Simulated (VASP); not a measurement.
Input:

```
CdO
1.0
    0.00000     2.32744     2.32744
    2.32744     0.00000     2.32744
    2.32744     2.32744     0.00000
Cd O
1 1
Direct
  0.00000   0.00000   0.00000
  0.50000   0.50000   0.50000
```

Level of theory: LDA (Ceperley-Alder, Perdew-Zunger), VASP's LDA PAW potentials (set 64) (plane waves; VASP). Numerical set-up: 520 eV cut-off, Gaussian smearing of 0.050 eV, potentials Cd O.

Q: What does the run give for the band gap (along the path) with the smallest direct gap where there is one?

A: 
```json
{
 "band gap (along the path)": "none (metal, semimetal or under 0.01 eV)"
}
```

The compound is CdO in the rock salt structure. It was relaxed first.
